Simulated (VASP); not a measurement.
# MgBe (P-6m2) in VASP: further runs, part 2 of 2

VASP 6.6.1.

## (4) Single point, PBE

This run uses another cell than the first one, of 15.67 Å³/atom, 1.021 times its volume.

File INCAR:

```
SYSTEM = MgBe
ALGO     = Normal         ! electronic algorithm
EDIFF    = 1E-7           ! SCF threshold, eV
ENCUT    = 520            ! plane-wave cutoff, eV
GGA      = PE             ! functional
ISIF     = 2              ! what is computed and relaxed
ISMEAR   = 0              ! smearing method
LASPH    = .True.         ! aspherical terms in the spheres
LCHARG   = .False.        ! write CHGCAR
LREAL    = .False.        ! projectors in reciprocal space
LWAVE    = .False.        ! write WAVECAR
NBANDS   = 9              ! bands
NELM     = 60             ! most SCF steps
PREC     = Accurate       ! precision mode
SIGMA    = 0.1            ! smearing width, eV
```

File KPOINTS:

```
k-points
0
Gamma
  6 6 4
  0 0 0
```

File POSCAR:

```
MgBe
1.0
    2.9247531600      0.0000000000      0.0000000000
   -1.4623765800      2.5329105400      0.0000000000
    0.0000000000      0.0000000000      4.2316362300
Mg Be
1 1
Direct
    0.3333333300      0.6666666700      0.5000000000
    0.0000000000      0.0000000000      0.0000000000
```

Potentials or basis: VASP PAW PBE potentials, release 64 (Mg, Be).

Launch:

```console
> cat potpaw_PBE.64/Mg/POTCAR potpaw_PBE.64/Be/POTCAR > POTCAR
> mpirun -np 1 vasp_std > vasp.out
```

OUTCAR:

```text
SYSTEM = MgBe
   EDIFF = 1E-7
   ENCUT = 520
   GGA = PE
   ISIF = 2
   ISMEAR = 0
   LASPH = .True.
   LREAL = .False.
   NELM = 60
   PREC = Accurate

 ion  position               nearest neighbor table
   1  0.333  0.667  0.500-   2 2.71   2 2.71   2 2.71   2 2.71   2 2.71   2 2.71
   2  0.000  0.000  0.000-   1 2.71   1 2.71   1 2.71   1 2.71   1 2.71   1 2.71

  LATTYP: Found a hexagonal cell.
 ALAT       =     2.9247531600
 C/A-ratio  =     1.4468353391

  Lattice vectors:

 A1 = (   2.9247531600,   0.0000000000,   0.0000000000)
 A2 = (  -1.4623765800,   2.5329105400,   0.0000000000)
 A3 = (   0.0000000000,   0.0000000000,   4.2316362300)

Analysis of symmetry for initial positions (statically):
=====================================================================
 Subroutine PRICEL returns:
 Original cell was already a primitive cell.

 Routine SETGRP: Setting up the symmetry group for a
 hexagonal supercell.

 Subroutine GETGRP returns: Found 12 space group operations
 (whereof 12 operations were pure point group operations)
 out of a pool of 24 trial point group operations.

The static configuration has the point symmetry D_3h.

Analysis of symmetry for dynamics (positions and initial velocities):
=====================================================================
 Subroutine PRICEL returns:
 Original cell was already a primitive cell.

 Routine SETGRP: Setting up the symmetry group for a
 hexagonal supercell.

 Subroutine GETGRP returns: Found 12 space group operations
 (whereof 12 operations were pure point group operations)
 out of a pool of 24 trial point group operations.

The dynamic configuration has the point symmetry D_3h.

 Subroutine INISYM returns: Found 12 space group operations
 (whereof 12 operations are pure point group operations),
 and found     1 'primitive' translations

----------------------------------------------------------------------------------------

                                     Primitive cell

  volume of cell :      31.3485

  direct lattice vectors                    reciprocal lattice vectors
     2.924753160  0.000000000  0.000000000     0.341909196  0.197401366  0.000000000
    -1.462376580  2.532910540  0.000000000     0.000000000  0.394802732  0.000000000
     0.000000000  0.000000000  4.231636230     0.000000000  0.000000000  0.236315209

  length of vectors
     2.924753160  2.924753163  4.231636230     0.394802732  0.394802732  0.236315209

  position of ions in fractional coordinates (direct lattice)
     0.333333330  0.666666670  0.500000000
     0.000000000  0.000000000  0.000000000

  ion indices of the primitive-cell ions
   primitive index   ion index
                 1           1
                 2           2

----------------------------------------------------------------------------------------

 KPOINTS: k-points

Automatic generation of k-mesh.
 Grid dimensions read from file:
 generate k-points for:    6    6    4

 Generating k-lattice:

  Cartesian coordinates                     Fractional coordinates (reciprocal lattice)
     0.056984866  0.032900228  0.000000000     0.166666667  0.000000000  0.000000000
     0.000000000  0.065800455  0.000000000     0.000000000  0.166666667  0.000000000
     0.000000000  0.000000000  0.059078802     0.000000000  0.000000000  0.250000000

  Length of vectors
     0.065800455  0.065800455  0.059078802

  Shift w.r.t. Gamma in fractional coordinates (k-lattice)
     0.000000000  0.000000000  0.000000000

 Subroutine IBZKPT returns following result:
 ===========================================

 Found     21 irreducible k-points:

 Following reciprocal coordinates:
            Coordinates               Weight
  0.000000  0.000000  0.000000      1.000000
  0.166667 -0.000000  0.000000      6.000000
  0.333333  0.000000  0.000000      6.000000
  0.500000  0.000000  0.000000      3.000000
  0.166667  0.166667  0.000000      6.000000
  0.333333  0.166667  0.000000     12.000000
[... 13 lines left out ...]
  0.333333  0.166667  0.500000     12.000000
  0.333333  0.333333  0.500000      2.000000
   k-points           NKPTS =     21   k-points in BZ     NKDIM =     21   number of bands    NBANDS=      9
   number of dos      NEDOS =    301   number of ions     NIONS =      2
   total plane-waves  NPLWV =  18432
   dimension x,y,z NGX =    24 NGY =   24 NGZ =   32
   dimension x,y,z NGXF=    48 NGYF=   48 NGZF=   64
   ions per type =               1   1
   NGX,Y,Z   is equivalent  to a cutoff of  13.64, 13.64, 12.57 a.u.
   NGXF,Y,Z  is equivalent  to a cutoff of  27.28, 27.28, 25.14 a.u.
 SYSTEM =  MgBe
   PREC   = accura    normal or accurate (medium, high low for compatibility)
   ISTART =      0    job   : 0-new  1-cont  2-samecut
   ICHARG =      2    charge: 1-file 2-atom 10-const
   ISPIN  =      1    spin polarized calculation?
   LNONCOLLINEAR =      F non collinear calculations
   LSORBIT =      F    spin-orbit coupling
   LASPH  =      T    aspherical Exc in radial PAW
   ENCUT  =  520.0 eV  38.22 Ry    6.18 a.u.   5.44  5.44  7.87*2*pi/ulx,y,z
   NELM   =     60;   NELMIN=  2; NELMDL= -5     # of ELM steps
   EDIFF  = 0.1E-06   stopping-criterion for ELM
   LREAL  =      F    real-space projection
   EDIFFG = 0.1E-05   stopping-criterion for IOM
   NSW    =      0    number of steps for IOM
   IBRION =     -1    ionic relax: 0-MD 1-quasi-New 2-CG
   NFREE  =      0    steps in history (QN), initial steepest desc. (CG)
   ISIF   =      2    stress and relaxation
   ISYM   =      2    0-nonsym 1-usesym 2-fastsym
   POTIM  = 0.5000    time-step for ionic-motion
   TEBEG  =    0.0;   TEEND  =   0.0 temperature during run
   PSTRESS=    0.0 pullay stress
   NELECT =       4.0000    total number of electrons
   NUPDOWN=      -1.0000    fix difference up-down
   EMIN   =  10.00;   EMAX   =-10.00  energy-range for DOS
   EFERMI =   0.00;   METHOD = LEGACY
   ISMEAR =     0;   SIGMA  =   0.10  broadening in eV -4-tet -1-fermi 0-gaus
   EFERMI_NEDOS =   21; number of points for ismear=-14 and -15
   IALGO  =     38    algorithm
   IMIX   =      4    mixing-type and parameters
     AMIX     =   0.40;   BMIX     =  1.00
     AMIX_MAG =   1.60;   BMIX_MAG =  1.00
  volume/ion in A,a.u.               =      15.67       105.78
  Fermi-wavevector in a.u.,A,eV,Ry     =   0.824181  1.557475  9.242078  0.679274
  Thomas-Fermi vector in A             =   1.935820
   LORBIT       =      0    0 simple, 1 ext, 2 COOP (PROOUT), +10 PAW based schemes
   GGA     = PE    functional components
   LHFCALC =     F    Hartree Fock is set to
   AEXX    =    0.0000 exact exchange contribution
   IVDW    =     0    specifies the selected vdW correction
   LEPSILON=     F    determine dielectric tensor
   LRPA    =     F    only Hartree local field effects (RPA)
 non-spin polarized calculation
 Gauss-broadening in eV      SIGMA  =   0.10
  energy-cutoff  :      520.00
  volume of cell :       31.35
 maximum number of plane-waves:       868
 NGX is ok and might be reduce to    24
   NGX = 11   NGY = 11   NGZ = 15

 number of electron       4.0000000 magnetization

 Free energy of the ion-electron system (eV)
  ---------------------------------------------------
  ext. energy  EPLUGINS =         0.00000000
  ---------------------------------------------------
  free energy    TOTEN  =        -4.25876721 eV

  energy without entropy =       -4.25579679  energy(sigma->0) =       -4.25728200

 E-fermi :   3.6109     XC(G=0):  -9.1516

 val. band max:        3.2735303220   @ k =   0.3333   0.3333   0.5000
 cond. band min:       3.6241345627   @ k =   0.3333   0.3333   0.5000
 fundamental gap:      0.3506042407
 Fermi energy:         3.6109043141

 k-point     1 :       0.0000    0.0000    0.0000
  band No.  band energies     occupation
      1      -4.5522      2.00000
      2       1.9713      2.00000
      3       4.1053      0.00000
      4      12.2826      0.00000
      5      12.2826      0.00000
      6      17.7278      0.00000
      7      17.7278      0.00000
      8      18.8963      0.00000
      9      19.8235      0.00000
[... 229 lines left out ...]
 k-point    21 :       0.3333    0.3333    0.5000
  band No.  band energies     occupation
      1       3.1118      2.00000
      2       3.2735      2.00000
      3       3.6241      0.85158
      4       4.5820      0.00000
      5       4.9174      0.00000
      6       7.3590      0.00000
      7      15.1816      0.00000
      8      18.7670      0.00000
      9      19.3355      0.00000

------------------------ aborting loop because EDIFF is reached ----------------------------------------

  FORCE on cell =-STRESS in cart. coord.  units (eV):
  Direction    XX          YY          ZZ          XY          YZ          ZX
  --------------------------------------------------------------------------------------
  -------------------------------------------------------------------------------------
  Total        0.0178444      0.0178444     -0.8925279      0.0000000      0.0000000      0.0000000
  in kB        0.9119986      0.9119986    -45.6157698      0.0000000      0.0000000      0.0000000
  external PRESSURE =     -14.5972575 kB  Pullay stress =       0.0000000 kB

 VOLUME and BASIS-vectors are now :
 -----------------------------------------------------------------------------
  energy-cutoff  :      520.00
  volume of cell :       31.35
      direct lattice vectors                 reciprocal lattice vectors
     2.924753160  0.000000000  0.000000000     0.341909196  0.197401366  0.000000000
    -1.462376580  2.532910540  0.000000000     0.000000000  0.394802732  0.000000000
     0.000000000  0.000000000  4.231636230     0.000000000  0.000000000  0.236315209

 POSITION                                       TOTAL-FORCE (eV/Angst)
 -----------------------------------------------------------------------------------
     -0.00000      1.68861      2.11582        -0.000000      0.000000      0.000000
      0.00000      0.00000      0.00000         0.000000      0.000000      0.000000
 -----------------------------------------------------------------------------------
    total drift:                               -0.000000      0.000000      0.000000

  FREE ENERGIE OF THE ION-ELECTRON SYSTEM (eV)
  ---------------------------------------------------
  free  energy   TOTEN  =        -4.2587672076 eV

  energy  without entropy=       -4.2557967942  energy(sigma->0) =       -4.25728200
```

It took 2.6 s on 1 thread of Intel Xeon 6975P-C (Granite Rapids), shared host; peak memory 0.14 GiB.

What came out:

```
Free energy            : -4.2588 eV
Pressure               : -1.5 GPa
Band gap on the k mesh : none (metal or under the smearing width)
```

Caveat: the k mesh is coarse (spacing up to 0.41 Å⁻¹), so the values aren't converged.

## (5) The runs side by side

| task | cell | k mesh | cutoff (eV) | mesh quality | gap on the mesh (eV) | pressure (GPa) |
| --- | --- | --- | --- | --- | --- | --- |
| single point | P-6m2, 15.36 Å³/atom | 21 × 21 × 14 | 520 | not flagged | none | -0.1 |
| relaxation of cell and atoms | relaxed | 21 × 21 × 14 | 600 | not flagged | none | 0.0 |
| single point | P-6m2, 15.67 Å³/atom | 6 × 6 × 4 | 520 | coarse | none | -1.5 |

Alike in all rows: level PBE; potentials or basis VASP PAW PBE potentials, release 64 (Mg, Be); no spin polarisation; smearing gaussian 0.1 eV.

Caveats: some runs use coarse meshes.

Absolute energies hang on the potentials; compare differences alone.
